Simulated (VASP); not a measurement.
TePb₂S (space group P4/mmm): the band gap from VASP (plane waves, PAW) at several levels of theory. Gaps are without spin-orbit coupling. Each level names its cell: its own relaxed one, PBE's, or the starting one. A gap is the smallest over the k-mesh and a band path; hybrids may have named points in place of the path, and GW has the mesh alone.

```tsv
level	band gap (eV)
r2SCAN (own cell)	0.33
HSE06 (PBE cell)	0.57
```

The cell of the r2SCAN (own cell) run:

```cif
data_Pb2STe
_chemical_formula_sum 'Te1 Pb2 S1'
_space_group_name_H-M_alt 'P4/mmm'
_space_group_IT_number 123
_space_group_name_Hall '-P 4 2'
_cell_length_a 4.46104
_cell_length_b 4.46104
_cell_length_c 6.23615
_cell_angle_alpha 90.000
_cell_angle_beta 90.000
_cell_angle_gamma 90.000
loop_
_atom_site_label
_atom_site_type_symbol
_atom_site_symmetry_multiplicity
_atom_site_Wyckoff_symbol
_atom_site_fract_x
_atom_site_fract_y
_atom_site_fract_z
_atom_site_occupancy
Te1 Te 1 c 0.50000 0.50000 0.00000 1
Pb1 Pb 1 a 0.00000 0.00000 0.00000 1
Pb2 Pb 1 d 0.50000 0.50000 0.50000 1
S1 S 1 b 0.00000 0.00000 0.50000 1
```

Only levels that ran to the end are used. Left out are those held back, those with too coarse a band path, GW runs whose mesh misses a band edge, hybrids' fits of cells that aren't cubic and levels without matching references; a question may draw on a part of the rest.

The structure comes from a computed database's TePb2S entry (P4/mmm); how it stands against other phases isn't given here.
